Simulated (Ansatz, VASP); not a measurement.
**BP: VASP beside Ansatz**

Wanted: the spread between two codes on one cell, functional and k mesh. The cell is taken from a series of runs on this material, whose earlier steps may have relaxed, scaled, displaced or heated it; both programs get it as it stands.

Method: plane waves, with VASP 6.6.1 beside it; zone-centre phonons at LDA, in Ansatz 0.2.0.

## Step 1: The structure

Symmetry: F-43m, No. 216, cubic system. Conventional cell: a = 4.491 Å, b = 4.491 Å, c = 4.491 Å, α = 90.00°, β = 90.00°, γ = 90.00°. Nearest to B lie 4 P at 1.94 Å. P has 4 B at 1.94 Å nearest. Farther neighbours are not listed.

## Step 2: Ansatz: zone-centre phonons, LDA

Ansatz runs on its PAW soft_1 files.

Second derivatives magnify differences that forces hide, and they need a tight electronic threshold.

input.yaml

```yaml
crystal:
  lattice:
    - [0.0, 2.2452912016, 2.2452912016]
    - [2.2452912016, 0.0, 2.2452912016]
    - [2.2452912016, 2.2452912016, 0.0]
  atoms:
    - { symbol: B, position: [0.0, 0.0, 0.0] }
    - { symbol: P, position: [0.75, 0.75, 0.75] }
total_charge: -0.009055
kpoints:
  mp_grid: { grid: [36, 36, 36] }
hamiltonian:
  xc: lda
  pseudopotentials: { kind: paw, azcp: { folder: soft_1 }, xc_functional: pbe }
scf:
  occupations: { method: fermi_dirac, width: 0.03 }
output:
  eigenvalues: true
phonons:
  method: dfpt
```

Launch:

```
> ansatz run input.yaml --threads 8 --pin off --max-ram 16384MiB --backend cpu --events-out ev --progress --plain --runs-dir out
```

Numbers of over 12 decimals in the logs are rounded to 6 here.

Log:

```text
zone centre: on kpoints.mp_grid the ground state, and the responses unless they are solved on pairs of k-points, stand on 3349 of the mesh's 46656 k-points, reduced under 8 symmetry operations, with k and −k counted as one. Each operation leaves every solved displacement unchanged or reverses it
Engine: ansatz 0.2.0, aarch64-unknown-linux-gnu
Pseudopotentials: kind: paw
Pseudopotential: B, paw, valence charge 3, recommended cutoff 420 eV (normal), soft_1/B.paw.azcp
Pseudopotential: P, paw, valence charge 5, recommended cutoff 420 eV (normal), soft_1/P.paw.azcp
Functional definition: SPW92
  exchange = slater_x
  correlation = pw_c
Crystal: 2 atoms, lattice volume = 22.639 Å³
Basis set: ecut = 420 eV, 459 PW (Γ), exchange–correlation on 48×48×48 points (8 copies of the dense FFT grid, shifted against one another)
Bands: 9, of which v1, the nominal top of the filled ones, is band 4 counted from 1 (3 counted from 0)
Symmetry: 24 space group operations
k-points: 3349 of 46656 (irreducible under 8 space group operations, time reversal used)
Non-local potential: B, projectors of the file, l = 0: 2, l = 1: 2, l = 2: 1
Non-local potential: P, projectors of the file, l = 0: 2, l = 1: 2, l = 2: 1
PAW form: soft (Blöchl's): semilocal exchange-correlation on the pseudo side does not see the compensation charge
PAW frozen core: B, regenerated for the run's functional, and the local potential with it (the file was generated under x = pbe(κ = 0.804, μ = 0.219515), c = pbe(β = 0.066725))
PAW frozen core: P, regenerated for the run's functional, and the local potential with it (the file was generated under x = pbe(κ = 0.804, μ = 0.219515), c = pbe(β = 0.066725))
PAW one-centre angular grid: B, 110 points (default); XC on 64 Gauss nodes
PAW one-centre angular grid: P, 110 points (default); XC on 64 Gauss nodes
Initial density: superposition of atomic densities (chi_scale 0.1, normalization cell, long waves kept (reshape's long-wave potential 0.00 eV rms))
Initial wavefunctions: pseudopotential atomic-orbital guess
Functional: x = slater, c = lda
SCF iter   1: F=—  HF=-877.383412 eV  |F-HF|=—  |Δ(HF+E_count)|=         —  Δρ=9.61e-2  dr2=2.34e0  ethr=3.10e-3  ⟨swp⟩=6.4  Hψ=271293  notcnv=0
preconditioner: auto → none  [metal: Δε(μ)=0.011 eV  Ē_g=14.235 eV  σ=0.030 eV  W_gap=0.09  n_scr=0 (ndim 8)  ℏωp=22.1 eV  f_vac=0.000  D(μ)=0.10/eV (n_scr^D=0)]
SCF iter   2: F=—  HF=-876.597524 eV  |F-HF|=—  |Δ(HF+E_count)|=   7.86e-1  Δρ=3.00e-2  dr2=1.55e-1  ethr=3.10e-3  ⟨swp⟩=3.0  Hψ=86538  notcnv=0  defer=2896
SCF iter   3: F=—  HF=-876.546235 eV  |F-HF|=—  |Δ(HF+E_count)|=   5.13e-2  Δρ=1.13e-2  dr2=1.80e-2  ethr=1.94e-3  ⟨swp⟩=3.0  Hψ=54402  notcnv=0  defer=2896
SCF iter   4: F=—  HF=-876.540855 eV  |F-HF|=—  |Δ(HF+E_count)|=   5.38e-3  Δρ=1.58e-3  dr2=2.62e-4  ethr=2.25e-4  ⟨swp⟩=3.0  Hψ=53212  notcnv=0  defer=2896
SCF iter   5: F=—  HF=-876.540802 eV  |F-HF|=—  |Δ(HF+E_count)|=   5.27e-5  Δρ=5.88e-5  dr2=2.80e-7  ethr=3.28e-6  ⟨swp⟩=2.1  Hψ=36513  notcnv=0  defer=2896
SCF iter   6: F=—  HF=-876.540803 eV  |F-HF|=—  |Δ(HF+E_count)|=   2.50e-7  Δρ=1.13e-5  dr2=1.23e-8  ethr=3.50e-9  ⟨swp⟩=2.4  Hψ=43531  notcnv=0  defer=2896
SCF iter   7: F=—  HF=-876.540803 eV  |F-HF|=—  |Δ(HF+E_count)|=   1.39e-9  Δρ=5.27e-7  dr2=7.96e-11  ethr=1.54e-10  ⟨swp⟩=2.0  Hψ=39596  notcnv=0  defer=2896
SCF iter   8: F=-876.540803 eV  HF=-876.540803 eV  |F-HF|=0.00e0  |Δ(HF+E_count)|=  3.23e-11  Δρ=8.14e-9  dr2=1.28e-14  ethr=1.00e-12  ⟨swp⟩=11.9  Hψ=187975  notcnv=0
SCF 1 converged in 8 iterations: F = -876.540803 eV  dr2 = 1.28e-14
  greatest PAW one-centre occupation: 0.763 electrons in one spin orbital (limit 2), on the P atom at site 1 (counted from 0), in its partial waves of l = 0
DFPT response loops at Γ: preconditioner auto → Kerker (q_TF=auto, 2.294 Å⁻¹) (partly filled bands, converged f_vac=0.000); β = 1.00, the filter's whole step (`scf.mixing.beta` (0.50) is not read by the response loops under this deck's `scf.mixing.preconditioner`; to damp them name `kerker` or `kerker_dos`, under which they read `scf.mixing.beta`, and type it under 1.00, their step now; both keys bind the ground state too); Broyden in place of MSR1
SCF converged after 8 iterations
Free energy (F): -876.540803 eV
Harris-Foulkes:  -876.540803 eV  (|F-HF|=0.00e0)
Internal energy: -876.540515 eV  (E = F + TS)
E sigma→0 (E₀):  -876.540659 eV
Entropy (-TS):   -0.000288 eV (-0.144 meV/atom)
Fermi energy:    10.734976 eV
--- Per-component energies (eV) ---
  E_band       = 23.123807
  E_kinetic    = 122.569325
  E_local      = -61.140768  (includes V_loc(G=0)·N_el)
  E_nonlocal   = 41.796211
  E_hartree    = 16.684966
  E_xc         = -106.673362
  E_vxc        = -102.151000  (∫ρ·V_xc dr)
  E_paw        = -601.433961  (= ΣΔE_a)
  E_vpaw       = -11.319901  (= ΣTr[D̂ρ^β])
  E_aug_tail   = 0.000009  (compensation charges beyond the density's cutoff)
  E_ewald      = -288.506121
  E_core_change = 0.163186  (= ΣΔE_core)
  E_smearing   = -0.000288  (= −TS)
  E_closure    = -0.000000  (closes the sum)
  E_deformation_potential = -0.151658  (in the stress; not in F)
  Σ components = -876.540803   (vs F -876.540803, Δ=0.00e0)
--- Band table (eV; the first three rows and the last of 3349) ---
  k-point 0: bands = ["-6.2129", "9.4626", "9.4626", "9.4626", "12.8877", "12.8877", "12.8877", "17.2881", "20.9365"]
  k-point 1: bands = ["-6.1986", "9.3362", "9.4359", "9.4359", "12.9245", "12.9245", "12.9457", "17.3270", "20.9849"]
  k-point 2: bands = ["-6.1558", "8.9906", "9.3596", "9.3596", "13.0297", "13.0297", "13.0871", "17.4421", "21.1268"]
  k-point 3348: bands = ["-0.9144", "1.3987", "3.5930", "3.7909", "14.6888", "16.1874", "16.8045", "17.0835", "22.3293"]
--- Phonons (Γ-DFPT): 2 representative perturbations + reference, on 3349 of 46656 k-points (Σ response iterations 5) ---
  k mesh reduced under 8 symmetry operations, with k and −k counted as one. Each operation leaves every solved displacement unchanged or reverses it
  ASR residual: 2.825e-6 → 0.000e0 eV/Å²; symmetrization residual: 6.655e-9 eV/Å²
  ASR residual per site (eV/Å²): 2.83e-6 7.26e-7
  Γ frequencies (cm⁻¹): 0.00 0.00 0.00 818.18 818.18 818.18
  non-analytic LO–TO correction: not included (Born effective charges unavailable; polar crystals: no LO–TO splitting at Γ)
```

## Step 3: VASP: zone-centre phonons, LDA

The same cell, functional (in two slightly different forms), mesh and smearing now go to VASP, with its own data sets.

Lines of VASP's logs that name or quote its potential files are left out, and so is its time.

INCAR

```
SYSTEM = BP
PREC = Accurate
ENCUT = 500
EDIFF = 1E-08
NELM = 120
ISMEAR = -1
SIGMA = 0.03
LREAL = .FALSE.
ALGO = Normal
GGA = PW92
NELECT = 8.009055
NBANDS = 10
LORBIT = 11
LWAVE = .FALSE.
LCHARG = .FALSE.
ISIF = 2
IBRION = 8
LASPH = .TRUE.
GGA_COMPAT = .FALSE.
KPAR = 2
```

POSCAR

```
BP
1.0
    0.0000000000      2.2452912016      2.2452912016
    2.2452912016      0.0000000000      2.2452912016
    2.2452912016      2.2452912016      0.0000000000
B P
1 1
Direct
    0.0000000000      0.0000000000      0.0000000000
    0.7500000000      0.7500000000      0.7500000000
```

KPOINTS

```
Automatic mesh
0
Gamma
36 36 36
0 0 0
```

Potentials, in the order of the species: B and P (LDA family, release 64).

Launch:

```
> mpirun -np 2 vasp_std
```

Log:

```text
[banner, memory and clock lines left out]
running    2 mpi-ranks, on    1 nodes
 distrk:  each k-point on    1 cores,    2 groups
 distr:  one band on    1 cores,    1 groups

 POSCAR found type information on POSCAR B P
 POSCAR found :  2 types and       2 ions
|                                                                             |
|               ----> ADVICE to this user running VASP <----                  |
|                                                                             |
|     You enforced a specific xc type in the INCAR file but a different       |
|     [... a line on the potential file left out ...]
|     I HOPE YOU KNOW WHAT YOU ARE DOING!                                     |
|                                                                             |

 LDA part: xc-table for (Slater(with rela. corr.)+PW92), standard interpolation
 POSCAR, INCAR and KPOINTS ok, starting setup
 FFT: planning ... GRIDC
 FFT: planning ... GRID_SOFT
 FFT: planning ... GRID
 WAVECAR not read
 entering main loop
       N       E                     dE             d eps       ncg     rms          rms(c)
DAV:   1     0.748692689179E+01    0.74869E+01   -0.39482E+03 24864   0.698E+02
DAV:   2    -0.146691572413E+02   -0.22156E+02   -0.21068E+02 34782   0.111E+02
DAV:   3    -0.152228876689E+02   -0.55373E+00   -0.55243E+00 30352   0.162E+01
DAV:   4    -0.152251772818E+02   -0.22896E-02   -0.22893E-02 30522   0.117E+00
DAV:   5    -0.152251877852E+02   -0.10503E-04   -0.10503E-04 29734   0.752E-02BRMIX: very serious problems
 the old and the new charge density differ
 old charge density:     8.00000 new    8.00906
BRMIX: very serious problems
 the old and the new charge density differ
 old charge density:     8.00000 new    8.00906
    0.768E+00
DAV:   6    -0.144583788317E+02    0.76681E+00   -0.17786E+00 27668   0.627E+00    0.406E+00
DAV:   7    -0.143353935721E+02    0.12299E+00   -0.29466E-01 31614   0.291E+00    0.131E+00
DAV:   8    -0.143223832714E+02    0.13010E-01   -0.35305E-02 29670   0.105E+00    0.243E-01
DAV:   9    -0.143224131599E+02   -0.29889E-04   -0.73822E-04 28092   0.205E-01    0.160E-01
DAV:  10    -0.143224086063E+02    0.45536E-05   -0.14134E-04 27486   0.716E-02    0.351E-02
DAV:  11    -0.143224104595E+02   -0.18532E-05   -0.57743E-06 31170   0.134E-02    0.373E-02
DAV:  12    -0.143224101393E+02    0.32020E-06   -0.19493E-06 28166   0.632E-03    0.899E-03
DAV:  13    -0.143224101481E+02   -0.87825E-08   -0.63565E-08 29650   0.170E-03
   1 F= -.14322410E+02 E0= -.14322267E+02  d E =-.287109E-03
 Linear response reoptimize wavefunctions to high precision
DAV:   1    -0.143224101448E+02    0.32747E-08   -0.12361E-08 27792   0.520E-04
DAV:   2    -0.143224101449E+02   -0.31037E-10   -0.24802E-10 14138   0.130E-04
 Linear response DOF=           2
 Linear response progress:
  Degree of freedom:   1/  2
       N       E                     dE             d eps       ncg     rms          rms(c)
RMM:   1    -0.465929220987E-01   -0.46593E-01   -0.78331E-03316955   0.116E+00
RMM:   2    -0.428344829903E-01    0.37584E-02   -0.11187E-03200100   0.242E-01    0.154E-01
RMM:   3    -0.427861994946E-01    0.48283E-04   -0.23474E-04207318   0.948E-02    0.804E-02
RMM:   4    -0.432018367173E-01   -0.41564E-03   -0.22690E-04202727   0.890E-02    0.973E-03
RMM:   5    -0.431775731306E-01    0.24264E-04   -0.85112E-07216233   0.111E-02    0.120E-03
RMM:   6    -0.431796106676E-01   -0.20375E-05    0.27893E-08216579   0.136E-03    0.447E-04
RMM:   7    -0.431781849624E-01    0.14257E-05    0.39834E-08220003   0.353E-04    0.108E-04
RMM:   8    -0.431784329974E-01   -0.24804E-06    0.97803E-09224946   0.645E-05    0.307E-05
RMM:   9    -0.431784024135E-01    0.30584E-07   -0.56593E-09229262   0.230E-05    0.344E-06
RMM:  10    -0.431784264637E-01   -0.24050E-07    0.36317E-09228209   0.710E-06    0.142E-06
RMM:  11    -0.431784178064E-01    0.86573E-08    0.98063E-09200353   0.400E-06    0.189E-07
 first order change of Fermi-energy   0.21527E-04
 force on displaced ion       1 direction 1 : -19.619  -0.000  -0.000
 Linear response progress:
  Degree of freedom:   2/  2
       N       E                     dE             d eps       ncg     rms          rms(c)
RMM:   1    -0.438735730932E-01   -0.43874E-01    0.57605E-04297558   0.144E+00
RMM:   2    -0.410116480695E-01    0.28619E-02   -0.10303E-03196706   0.222E-01    0.151E-01
RMM:   3    -0.410252838875E-01   -0.13636E-04   -0.41579E-05209762   0.374E-02    0.855E-02
RMM:   4    -0.413106426558E-01   -0.28536E-03   -0.33240E-05208420   0.360E-02    0.793E-03
RMM:   5    -0.412796680987E-01    0.30975E-04   -0.34031E-06219522   0.618E-03    0.382E-03
RMM:   6    -0.412745061805E-01    0.51619E-05   -0.30334E-07217871   0.830E-04    0.242E-03
RMM:   7    -0.412743531835E-01    0.15300E-06    0.15944E-08220895   0.413E-04    0.121E-04
RMM:   8    -0.412738592066E-01    0.49398E-06    0.22965E-09222654   0.713E-05    0.533E-05
RMM:   9    -0.412737795855E-01    0.79621E-07    0.66729E-09228416   0.231E-05    0.397E-06
RMM:  10    -0.412737925302E-01   -0.12945E-07   -0.76157E-09230471   0.639E-06    0.538E-06
RMM:  11    -0.412737833528E-01    0.91773E-08   -0.17491E-08197641   0.423E-06    0.307E-07
 first order change of Fermi-energy   0.53030E-05
 force on displaced ion       2 direction 1 : -19.621   0.000   0.000
 Linear response finished
```

Parts of OUTCAR (step 3):

```text
NELECT = 8.009055

 ion  position               nearest neighbor table
   1  0.000  0.000  0.000-   2 1.94   2 1.94   2 1.94   2 1.94
   2  0.750  0.750  0.750-   1 1.94   1 1.94   1 1.94   1 1.94

  LATTYP: Found a face centered cubic cell.
 ALAT       =     4.4905824032

 Subroutine GETGRP returns: Found 24 space group operations
 (whereof 24 operations were pure point group operations)

The static configuration has the point symmetry T_d .

 Found   1240 irreducible k-points:

   k-points           NKPTS =   1240   k-points in BZ     NKDIM =   1240   number of bands    NBANDS=     10

   dimension x,y,z NGX =    24 NGY =   24 NGZ =   24
   dimension x,y,z NGXF=    48 NGYF=   48 NGZF=   48

   ENCUT  =  500.0 eV  36.75 Ry    6.06 a.u.   5.79  5.79  5.79*2*pi/ulx,y,z

 k-points in reciprocal lattice and weights: Automatic mesh
   0.00000000  0.00000000  0.00000000       0.000
   0.02777778  0.00000000  0.00000000       0.000
   0.05555556  0.00000000  0.00000000       0.000
   0.08333333  0.00000000  0.00000000       0.000
   0.11111111  0.00000000  0.00000000       0.000
   0.13888889  0.00000000  0.00000000       0.000
   0.16666667  0.00000000  0.00000000       0.000
   0.19444444  0.00000000  0.00000000       0.000
   0.22222222  0.00000000  0.00000000       0.000
[...]
-0.27777778  0.50000000  0.22222222       0.000
  -0.25000000  0.50000000  0.25000000       0.000

 average (electrostatic) potential at core
       1 -29.5517       2 -81.9114

  Total        0.0545597      0.0545597      0.0545597      0.0000000      0.0000000     -0.0000000
  in kB        3.8613097      3.8613097      3.8613097      0.0000000      0.0000000     -0.0000000
  external PRESSURE =       3.8613097 kB  Pullay stress =       0.0000000 kB

  energy-cutoff  :      500.00
  volume of cell :       22.64
      direct lattice vectors                 reciprocal lattice vectors
     0.000000000  2.245291202  2.245291202    -0.222688264  0.222688264  0.222688264
     2.245291202  0.000000000  2.245291202     0.222688264 -0.222688264  0.222688264
     2.245291202  2.245291202  0.000000000     0.222688264  0.222688264 -0.222688264

 POSITION                                       TOTAL-FORCE (eV/Angst)
 -----------------------------------------------------------------------------------
      0.00000      0.00000      0.00000         0.000000      0.000000      0.000000
      3.36794      3.36794      3.36794        -0.000000     -0.000000     -0.000000
 -----------------------------------------------------------------------------------
    total drift:                               -0.000000     -0.000000     -0.000000

 Eigenvectors and eigenvalues of the dynamical matrix
 ----------------------------------------------------

   1 f  =   24.460859 THz   153.692111 2PiTHz  815.926437 cm-1   101.161940 meV
             X         Y         Z           dx          dy          dz
      0.000000  0.000000  0.000000     0.000000    0.860959    0.000000
      3.367937  3.367937  3.367937     0.000000   -0.508675    0.000000

   2 f  =   24.460859 THz   153.692111 2PiTHz  815.926437 cm-1   101.161940 meV
             X         Y         Z           dx          dy          dz
      0.000000  0.000000  0.000000     0.860959    0.000000    0.000000
      3.367937  3.367937  3.367937    -0.508675    0.000000    0.000000

   3 f  =   24.460859 THz   153.692111 2PiTHz  815.926437 cm-1   101.161940 meV
             X         Y         Z           dx          dy          dz
      0.000000  0.000000  0.000000     0.000000    0.000000    0.860959
      3.367937  3.367937  3.367937     0.000000    0.000000   -0.508675

   4 f/i=    0.000583 THz     0.003666 2PiTHz    0.019462 cm-1     0.002413 meV
             X         Y         Z           dx          dy          dz
      0.000000  0.000000  0.000000    -0.508675    0.000000    0.000000
      3.367937  3.367937  3.367937    -0.860959    0.000000    0.000000

   5 f/i=    0.000583 THz     0.003666 2PiTHz    0.019462 cm-1     0.002413 meV
             X         Y         Z           dx          dy          dz
      0.000000  0.000000  0.000000     0.000000   -0.508675    0.000000
      3.367937  3.367937  3.367937     0.000000   -0.860959    0.000000

   6 f/i=    0.000583 THz     0.003666 2PiTHz    0.019462 cm-1     0.002413 meV
             X         Y         Z           dx          dy          dz
      0.000000  0.000000  0.000000     0.000000    0.000000   -0.508675
      3.367937  3.367937  3.367937     0.000000    0.000000   -0.860959

 ELASTIC MODULI CONTR FROM IONIC RELAXATION (kBar)
 Direction    XX          YY          ZZ          XY          YZ          ZX
 --------------------------------------------------------------------------------
 XX          -0.0000      0.0000      0.0000     -0.0000      0.0000      0.0000
 YY           0.0000     -0.0000     -0.0000      0.0000     -0.0000     -0.0000
 ZZ           0.0000     -0.0000     -0.0000     -0.0000     -0.0000     -0.0000
 XY          -0.0000      0.0000     -0.0000   -232.7570     -0.0000     -0.0000
 YZ           0.0000     -0.0000     -0.0000     -0.0000   -232.7570     -0.0000
 ZX           0.0000     -0.0000     -0.0000     -0.0000     -0.0000   -232.7570
 --------------------------------------------------------------------------------
```

The cell is charged against a uniform background.

## Step 4: Differences

Known differences besides the potentials themselves: the cutoff is 420 eV in Ansatz and 500 eV in VASP; VASP's log shows a relativistic correction to its local exchange, Ansatz's none. Total energies have different zeros and are not compared.

Both answers:

| quantity | Ansatz | VASP | difference |
| --- | --- | --- | --- |
| optical mode 1 to 3 (cm⁻¹) | 818.2 | 815.9 | +0.28 % |

Modes are paired by rising frequency, not by their patterns, so a pair may set unlike modes beside each other; they are those without the splitting of longitudinal modes. The cell carries a charge of -0.009055 e against a uniform background, so its pressure also hangs on how the neutralising background is counted, and in a defect's cell a gap may be the spacing between its levels.

## Step 5: Results

| Quantity | Value |
| --- | --- |
| r.m.s. difference of the optical zone-centre modes, each program's sorted by frequency (zone-centre phonons, LDA) | 2.3 cm⁻¹ |

What this shows: The r.m.s. difference of the optical zone-centre modes, each program's sorted by frequency is 2.3 cm⁻¹ (zone-centre phonons, LDA). How closely two codes agree says nothing of how well the functional describes the real material.

[Lines on the potential files, build, host, timing and source positions are cut from VASP's logs without a mark.]

[Logs are printed without paths, hosts, clocks, repeated set-up lines and the standing remarks that a program may print on its own settings, such as how far it seeks lower states.]

[Hosts, paths, dates, database ids (printed as entryN), source tags and the programs' standing remarks are cut or masked in the printed files.]
